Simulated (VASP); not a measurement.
Consider the following.

```
Hf3Si
1.0
    5.32301     0.00000     0.00000
    0.00000     5.32301     0.00000
    0.00000     0.00000     5.32301
Hf Si
6 2
Direct
  0.25000   0.00000   0.50000
  0.75000   0.00000   0.50000
  0.00000   0.50000   0.25000
  0.00000   0.50000   0.75000
  0.50000   0.25000   0.00000
  0.50000   0.75000   0.00000
  0.00000   0.00000   0.00000
  0.50000   0.50000   0.50000
```

Calculation: PBEsol GGA, VASP's PBE PAW potentials (set 64) (plane waves; VASP). Run with 400 eV cut-off, Gaussian smearing of 0.050 eV, potentials Hf_pv Si.

**Question.** Give the energies of bands 26 to 39 at the high-symmetry points, in eV from the Fermi level.

**Answer.** 
```
band      Γ      X      M      R
----  -----  -----  -----  -----
26    -3.10  -2.69  -2.58  -4.00
27    -3.08  -1.45  -2.58  -1.05
28    -3.08  -1.45  -2.35  -1.05
29    -2.08  -1.25  -2.30  -1.05
30    -1.62  -1.25  -1.14  -1.05
31    -1.62  -0.75  -0.98  -1.05
32    -1.62  -0.75  -0.24  -1.05
33    -0.57  -0.59   0.28   0.66
34    -0.14  -0.59   0.60   0.66
35    -0.14  -0.26   0.60   0.66
36    -0.14  -0.26   1.28   0.66
37     0.78  -0.08   1.28   0.95
38     0.78  -0.08   1.38   0.95
39     1.10   2.68   1.45   0.95
```

It has no gap at this level: it comes out as a metal or semimetal.

The structure was generated: Hf3Si was put into the A15 type (Pm-3n), which need not be its known phase. It was relaxed first, which changed the volume by -16 %.
